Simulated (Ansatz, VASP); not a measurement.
# Cross-check of TiCo between VASP and Ansatz

Wanted: the spread between two codes on one cell, functional and k mesh. The cell is taken from a series of runs on this material, whose earlier steps may have relaxed, scaled, displaced or heated it; both programs get it as it stands.

Method: plane waves, with VASP 6.6.1 beside it; zone-centre phonons at PBE, in Ansatz 0.2.0.

### Step 1. The structure

The structure is cubic, space group Pm-3m (No. 221). The conventional cell has a = 2.985 Å, b = 2.985 Å, c = 2.985 Å, α = 90.00°, β = 90.00°, γ = 90.00°. Nearest to Ti lie 8 Co at 2.59 Å. Nearest to Co lie 8 Ti at 2.59 Å. Farther neighbours are not listed.

### Step 2. Ansatz: zone-centre phonons, PBE

Ansatz runs on its PAW soft_1 files.

Second derivatives magnify differences that forces hide, and they need a tight electronic threshold.

input.yaml reads:

```yaml
crystal:
  lattice:
    - [2.9853474129, 0.0, 0.0]
    - [0.0, 2.9853474129, 0.0]
    - [0.0, 0.0, 2.9853474129]
  atoms:
    - { symbol: Ti, position: [0.0, 0.0, 0.0] }
    - { symbol: Co, position: [0.5, 0.5, 0.5], spin: 1.09 }
kpoints:
  mp_grid: { grid: [6, 6, 6] }
hamiltonian:
  xc: pbe
  pseudopotentials: { kind: paw, azcp: { folder: soft_1 } }
scf:
  occupations: { method: gaussian, width: 0.15 }
output:
  eigenvalues: true
  populations: true
magnetization:
  spin_polarized: true
phonons:
  method: dfpt
  qmesh: [2, 2, 2]
  temperatures: { t_max: 1000, t_step: 50 }
  qpath:
    path:
      - [[0.0, 0.0, 0.0], [0.0, 0.5, 0.0], [0.5, 0.5, 0.0], [0.0, 0.0, 0.0], [0.5, 0.5, 0.5], [0.0, 0.5, 0.0]]
      - [[0.5, 0.5, 0.5], [0.5, 0.5, 0.0]]
    npoints: 10
```

Launch:

```bash
> ansatz run input.yaml --threads 4 --pin off --max-ram 20480MiB --backend cpu --events-out ev --progress --plain --runs-dir out
```

Numbers of over 12 decimals in the logs are rounded to 6 here.

What it wrote:

```text
Engine: ansatz 0.2.0, aarch64-unknown-linux-gnu
Pseudopotentials: kind: paw
Pseudopotential: Ti, paw, valence charge 12, recommended cutoff 420 eV (normal), soft_1/Ti.paw.azcp
Pseudopotential: Co, paw, valence charge 17, recommended cutoff 420 eV (normal), soft_1/Co.paw.azcp
Functional definition: PBE
  parameter kappa = 0.804
  parameter beta = 0.066725
  exchange = pbe_x(kappa = kappa, mu = beta*pi^2/3)
  correlation = pbe_c(beta = beta)
Crystal: 2 atoms, lattice volume = 26.606 Å³
Basis set: ecut = 420 eV, 485 PW (Γ), exchange–correlation on 40×40×40 points (8 copies of the dense FFT grid, shifted against one another)
Bands: 20, of which v1, the nominal top of the filled ones, is band 15 counted from 1 (14 counted from 0)
Symmetry: 48 space group operations
Space group: Pm-3m (ITA 221), of the structure as read, at distance tolerance 3.0e-5 Å
Magnetic group: BNS 221.92 (UNI 1594), of the structure as read, at distance tolerance 3.0e-5 Å
k-points: 20 of 216
Non-local potential: Ti, projectors of the file, l = 0: 3, l = 1: 2, l = 2: 3, l = 3: 1
Non-local potential: Co, projectors of the file, l = 0: 3, l = 1: 2, l = 2: 3, l = 3: 1
PAW form: soft (Blöchl's): semilocal exchange-correlation on the pseudo side does not see the compensation charge
PAW one-centre angular grid: Ti, 590 points (default); XC on 64 Gauss nodes
PAW one-centre angular grid: Co, 590 points (default); XC on 64 Gauss nodes
Initial density: superposition of atomic densities (chi_scale 0.1, normalization cell)
Starting moments: Σ|m| = 1.09 μB on 1 of 2 sites
Initial wavefunctions: pseudopotential atomic-orbital guess
Functional: x = pbe(κ = 0.804, μ = 0.219515), c = pbe(β = 0.066725)
SCF 1 converged in 17 iterations: F = -7626.627218 eV  dr2 = 2.90e-9
  greatest PAW one-centre occupation: 1.000 electrons in one spin orbital (limit 2), on the Co atom at site 1 (counted from 0), in its partial waves of l = 1
a single point of the input's cell can leave the moments in the input for a lower state (scf.lower_state_search): this run first made a single point of its cell. This run's own SCFs start from the density of the state that the single point found, with the moments in the input. The single point stayed on the moments in the input.
Initial density: read from a saved state, or passed on in memory by an earlier SCF of this step, an earlier step, the calling program or the single point that the run made first
Stability of the state it starts from, as read at its close in the collinear treatment: not read negative (Ritz values of 1 − χ₀K, real part plus size of imaginary part, from 0.22 to 0.23, by its mixing steps under the symmetry group of the SCF that read it); its run was given moments
Starting moments: Σ|m| = 1.09 μB on 1 of 2 sites; this step starts from the density that it was given
iter 1 solved again at ethr=2.37e-9 eV; its pass at ethr=3.10e-3 eV (dr2=6.88e-7 eV) is discarded
SCF iter   1: F=—  HF=-7626.627218 eV  |F-HF|=—  |Δ(HF+E_count)|=         —  Δρ=1.39e-6 (↑1.39e-6 ↓9.54e-7)  dr2=7.08e-11  dr2_m=3.29e-10  M=0.441 μB ∫|m|=0.736 μB  β_m=0.65  ethr=2.37e-9  ⟨swp⟩=3.5  Hψ=5717  notcnv=0
preconditioner: auto → none  [metal: Δε(μ)=0.074 eV  Ē_g=4.636 eV  σ=0.150 eV  W_gap=0.27  n_scr=0 (ndim 8)  ℏωp=26.0 eV  f_vac=0.000  D(μ)=2.48/eV (n_scr^D=26)]
SCF iter   2: F=—  HF=-7626.627218 eV  |F-HF|=—  |Δ(HF+E_count)|=   4.05e-8  Δρ=6.89e-7 (↑3.32e-7 ↓6.89e-7)  dr2=2.08e-10  dr2_m=1.48e-11  M=0.441 μB ∫|m|=0.736 μB  β_m=0.46  ethr=1.00e-12  ⟨swp⟩=2.4  Hψ=1490  notcnv=0
SCF iter   3: F=—  HF=-7626.627218 eV  |F-HF|=—  |Δ(HF+E_count)|=  2.64e-11  Δρ=5.13e-7 (↑5.13e-7 ↓2.14e-7)  dr2=1.07e-10  dr2_m=7.38e-12  M=0.441 μB ∫|m|=0.736 μB  β_m=0.38  ethr=1.00e-12  ⟨swp⟩=2.5  Hψ=1322  notcnv=0
SCF iter   4: F=—  HF=-7626.627218 eV  |F-HF|=—  |Δ(HF+E_count)|=  1.46e-11  Δρ=1.56e-7 (↑1.56e-7 ↓1.53e-7)  dr2=1.19e-13  dr2_m=5.79e-12  M=0.441 μB ∫|m|=0.736 μB  β_m=0.42  ethr=1.00e-12  ⟨swp⟩=2.0  Hψ=942  notcnv=0
SCF iter   5: F=-7626.627218 eV  HF=-7626.627218 eV  |F-HF|=8.19e-12  |Δ(HF+E_count)|=  9.09e-13  Δρ=8.63e-8 (↑8.63e-8 ↓7.48e-8)  dr2=6.37e-12  dr2_m=4.53e-14  M=0.441 μB ∫|m|=0.736 μB  ethr=1.00e-12  ⟨swp⟩=3.2  Hψ=2949  notcnv=0
SCF 2 converged in 5 iterations: F = -7626.627218 eV  dr2 = 6.37e-12
iter 1 solved again at ethr=6.38e-9 eV; its pass at ethr=3.10e-3 eV (dr2=1.85e-6 eV) is discarded
SCF iter   1: F=—  HF=-7626.627218 eV  |F-HF|=—  |Δ(HF+E_count)|=         —  Δρ=6.01e-7 (↑5.50e-7 ↓6.01e-7)  dr2=3.49e-10  dr2_m=2.54e-13  M=0.441 μB ∫|m|=0.736 μB  β_m=0.30  ethr=6.38e-9  ⟨swp⟩=3.2  Hψ=5603  notcnv=0
preconditioner: auto → none  [metal: Δε(μ)=0.074 eV  Ē_g=4.636 eV  σ=0.150 eV  W_gap=0.27  n_scr=6 (ndim 8)  ℏωp=26.0 eV  f_vac=0.000  D(μ)=2.48/eV (n_scr^D=26)]
SCF iter   2: F=—  HF=-7626.627218 eV  |F-HF|=—  |Δ(HF+E_count)|=   1.32e-9  Δρ=4.51e-6 (↑2.23e-6 ↓4.51e-6)  dr2=1.11e-8  dr2_m=4.17e-10  M=0.441 μB ∫|m|=0.736 μB  β_m=0.30  ethr=1.20e-12  ⟨swp⟩=2.5  Hψ=1518  notcnv=0
SCF iter   3: F=—  HF=-7626.627218 eV  |F-HF|=—  |Δ(HF+E_count)|=  5.21e-10  Δρ=6.88e-7 (↑3.01e-7 ↓6.88e-7)  dr2=2.44e-10  dr2_m=1.27e-11  M=0.441 μB ∫|m|=0.736 μB  β_m=0.65  ethr=1.20e-12  ⟨swp⟩=2.0  Hψ=1058  notcnv=0
SCF iter   4: F=-7626.627218 eV  HF=-7626.627218 eV  |F-HF|=2.73e-12  |Δ(HF+E_count)|=  1.09e-11  Δρ=4.06e-8 (↑3.98e-8 ↓4.06e-8)  dr2=1.92e-12  dr2_m=6.63e-14  M=0.441 μB ∫|m|=0.736 μB  ethr=1.00e-12  ⟨swp⟩=1.4  Hψ=1875  notcnv=0
SCF 3 converged in 4 iterations: F = -7626.627218 eV  dr2 = 1.92e-12
phonons: the bands overlap, so this run is a metal and interpolates without the dipole-dipole term. If the crystal is really an insulator or semiconductor, its LO-TO splitting is missing
NSCF: frozen V_eff on 20 k-points
NSCF: frozen V_eff on 40 k-points
DFPT response loops at q = (0, 0, 0) (fractional): preconditioner auto → Kerker (q_TF=auto, 2.768 Å⁻¹) (partly filled bands, converged f_vac=0.000); β = 1.00, the filter's whole step (`scf.mixing.beta` (0.30) is not read by the response loops under this deck's `scf.mixing.preconditioner`; to damp them name `kerker` or `kerker_dos`, under which they read `scf.mixing.beta`, and type it under 1.00, their step now; both keys bind the ground state too); Broyden in place of MSR1
NSCF: frozen V_eff on 128 k-points
DFPT response loops at q = (0, 0, -0.5) (fractional): mixed as the last ones told, above
NSCF: frozen V_eff on 128 k-points
DFPT response loops at q = (0, -0.5, -0.5) (fractional): mixed as the last ones told, above
NSCF: frozen V_eff on 80 k-points
DFPT response loops at q = (-0.5, -0.5, -0.5) (fractional): preconditioner auto → Kerker (q_TF=auto, 2.768 Å⁻¹) (partly filled bands, converged f_vac=0.000); β = 1.00, the filter's whole step (`scf.mixing.beta` (0.30) is not read by the response loops under this deck's `scf.mixing.preconditioner`; to damp them name `kerker` or `kerker_dos`, under which they read `scf.mixing.beta`, and type it under 1.00, their step now; both keys bind the ground state too); Anderson in place of MSR1
SCF converged after 5 iterations
Magnetization: 0.4412 μB (14.7206 up, 14.2794 down)
Absolute magnetization: 0.7362 μB (∫|ρ↑−ρ↓|, with the PAW one-centre terms)
Spin contamination: 0.0444 ħ² per cell (⟨S²⟩ above its minimum at these occupations)
Per-site moments (μB) at R_I (Å): [(-0.078026, 1.066472), (0.586871, 1.066472)]
Free energy (F): -7626.627218 eV
Harris-Foulkes:  -7626.627218 eV  (|F-HF|=8.19e-12)
Internal energy: -7626.599335 eV  (E = F + TS)
E sigma→0 (E₀):  -7626.613276 eV
Entropy (-TS):   -0.027883 eV (-13.942 meV/atom)
Fermi energy:    16.627802 eV
--- Per-component energies (eV) ---
  E_band       = -405.115577
  E_kinetic    = 574.242024
  E_local      = -3760.696654  (includes V_loc(G=0)·N_el)
  E_nonlocal   = 494.233828
  E_hartree    = 1640.638106
  E_xc         = -209.271372
  E_vxc        = -265.352685  (∫ρ·V_xc dr)
  E_paw        = -2613.736303  (= ΣΔE_a)
  E_vpaw       = -728.818066  (= ΣTr[D̂ρ^β])
  E_aug_tail   = -0.000099  (compensation charges beyond the density's cutoff)
  E_ewald      = -3752.008864
  E_smearing   = -0.027883  (= −TS)
  E_closure    = 0.000000  (closes the sum)
  Σ components = -7626.627218   (vs F -7626.627218, Δ=0.00e0)
--- Band table (eV; the first three rows and the last of 40) ---
  k-point 0 ↑: bands = [... 11 lower, 14.9136, 14.9136, 14.9136, 17.2150, 17.2150, 19.3020, 19.3020, 19.3020, ... 1 higher]
  k-point 1 ↑: bands = [... 11 lower, 14.8783, 14.8783, 15.0019, 16.9644, 17.2879, 18.6636, 18.6636, 19.1936, ... 1 higher]
  k-point 2 ↑: bands = [... 11 lower, 14.8273, 14.8273, 15.1938, 16.3350, 16.9998, 17.6789, 17.6789, 18.9613, ... 1 higher]
  k-point 19 ↓: bands = [... 11 lower, 14.4569, 14.4569, 14.4569, 16.4435, 16.4435, 19.6817, 19.6817, 23.7189, ... 1 higher]
--- Phonons (Γ-DFPT): 2 representative perturbations + reference (Σ response iterations 6) ---
  ASR residual: 3.955e-5 → 0.000e0 eV/Å²; symmetrization residual: 1.516e-6 eV/Å²
  ASR residual per site (eV/Å²): 3.34e-5 3.96e-5
  Γ frequencies (cm⁻¹): 0.00 0.00 0.00 216.74 216.74 216.74
--- Phonons (arbitrary-q DFPT): 4 irreducible q on the 2×2×2 mesh ---
  q = [0.0000, 0.0000, 0.0000] (star 1, of the zone-centre solve; hermiticity 6.65e-7, symmetrization 1.91e-12): -0.00 -0.00 0.00 216.74 216.74 216.74
  q = [0.0000, 0.0000, -0.5000] (star 3, 4 solved perturbations in 208 linear systems a pass and spin channel, the states on 64 of 216 k-point pairs; hermiticity 1.64e-10, symmetrization 6.23e-11): -186.65 143.63 143.63 159.92 159.92 175.42
  q = [0.0000, -0.5000, -0.5000] (star 3, 4 solved perturbations in 208 linear systems a pass and spin channel, the states on 64 of 216 k-point pairs; hermiticity 2.16e-8, symmetrization 2.09e-13): 123.59 123.59 128.10 161.18 268.59 268.59
  q = [-0.5000, -0.5000, -0.5000] (star 1, 2 solved perturbations in 40 linear systems a pass and spin channel, the states on 40 of 216 k-point pairs; hermiticity 6.37e-13, symmetrization 7.38e-13): 140.65 140.65 140.65 273.65 273.65 273.65
  sum rule: each row above includes the acoustic sum rule's correction from the zone centre's row sums; it moved no ω² by more than (0.44 cm⁻¹)²
  mesh force constants: q→R imaginary residual 1.43e-17; ASR residual 3.955e-5 → 0.000e0 eV/Å²; symmetrization residual 3.553e-15 eV/Å²
  interpolated dispersion: 62 rows × 6 modes
  density of states and harmonic sums: on the 22×22×22 q-mesh, interpolated from the force constants of a 2×2×2 supercell (no non-analytic term)
  largest difference from the sums on the solved wave vectors: F 9.96e-2 eV, S 1.38e-4 and C_V 4.19e-5 eV/K
  zero-point energy: 0.058323 eV/cell   skipped modes (ω ≤ 0): 119, of them read as no rigid motion or as one in doubt: 116 (2.971e-1 modes/cell left out, lowest -186.65 cm⁻¹)   left out of the sums: 4.96e-2 of the cell's modes: C_V's classical limit lies that fraction below 3 k_B per atom; for a crystal, a wire or a layer, F and S can be off by more, and a phonons.interpolated_qmesh denser along its periods is the remedy for the sampling
--- Löwdin populations: 2 sites ---
  site symbol       q [e]    m [muB]
     0     Ti     11.8394    -0.1201
     1     Co     16.8038     0.5914
  spilling = 0.012304 (of n_electrons = 29.000000)
```

Reading the cycles: dr2 is the Hartree energy of the density residual (eV), the measure of convergence; HF is the Harris–Foulkes estimate of the energy, which meets the free energy F at convergence.

[end of part 1 of 2]

[Lines on the potential files, build, host, timing and source positions are cut from VASP's logs without a mark.]

[Logs are printed without paths, hosts, clocks, repeated set-up lines and the standing remarks that a program may print on its own settings, such as how far it seeks lower states.]

[Hosts, paths, dates, database ids (printed as entryN), source tags and the programs' standing remarks are cut or masked in the printed files.]
